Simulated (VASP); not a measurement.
**Sr: energy against volume**

Sr (fcc, Fm-3m, 51.592 Å³/atom and stress up to 0.04 GPa in the relaxed cell, cube axes along x, y and z) under an equal strain ε along all three axes. PBEsol in VASP (plane waves, PAW), 480 eV, 12×12×12 Γ-centred mesh, Gaussian smearing 0.05 eV. Against the start cell, which lies near the measured one, the relaxed cell differs by -8.2 % in volume; the values below rest on it.

Here V stands for volume and E for E less E0.

| volume (Å³/atom) | E less E0 (meV/atom) | pressure (GPa) |
|---|---|---|
| 48.5582 | 8.94 | 0.93 |
| 49.3053 | 5.14 | 0.68 |
| 50.0599 | 2.41 | 0.46 |
| 50.8222 | 0.71 | 0.24 |
| 51.5923 | 0.00 | 0.04 |
| 52.3700 | 0.25 | -0.15 |
| 53.1556 | 1.44 | -0.33 |
| 53.9489 | 3.51 | -0.50 |
| 54.7501 | 6.45 | -0.66 |
| 56.3763 | ? | ? |

Problem. Fit E against V with the third-order Birch-Murnaghan form, a cubic in V^(-2/3), and predict the withheld value at V = 56.3763.

Solution. With u = V^(-2/3) - 0.0722, the rows have u = 0.0029320, 0.0021711, 0.0014218, 0.0006838, -0.0000433, -0.0007594, -0.0014651, -0.0021602, -0.0028452. Least squares gives E = 0.016 + 385.8·u + 918648·u² - 4148106·u³. Residuals (row less fit): 0.000, -0.001, 0.000, 0.002, -0.001, -0.005, 0.004, -0.001, 0.000; standard error 0.003 (degrees of freedom: 5). Its minimum lies at u = -0.0002097, so V0 = (0.0719903)^(-3/2) = 51.77. There d²E/du² = 1843000 and d³E/du³ = -2.489e7, so B0 = (4/9) × 51.77^(-7/3) × 1843000 × 0.160218 = 13.1 GPa (the last factor turns the table's units into GPa), and B0' = 4 + (2/3) × 0.0719903 × (-2.489e7)/1843000 = 3.4. B0' rests on the cubic coefficient alone and has a standard error of 0.1 from these residuals. At the withheld row, u = -0.0041854, so E = 0.016 + 385.8 × (-0.0041854) + 918648 × (-0.0041854)² - 4148106 × (-0.0041854)³ = 14.798 meV/atom. The calculation gives 14.72 meV/atom, 0.078 meV/atom below the prediction (0.5 % of the range of E in the table). The row lies outside the fitted rows, so this is an extrapolation. The scatter of the fitted rows lies at the last printed digit.

In a metal these values are sensitive to mesh and smearing; energies are taken to zero smearing, stresses follow the free energy. Other structures, which can take over under pressure, weren't tried. The same form fitted to the pressure column gives B0' = 3.7; series where the two differ by over 0.4 aren't shown. Rows are the converged runs of the series near zero and its far end, less any whose ions stayed unrelaxed beside relaxed ones; series whose fitted rows scatter by over a few per cent of the range, as at a crossing or softening among them, aren't shown in this form.
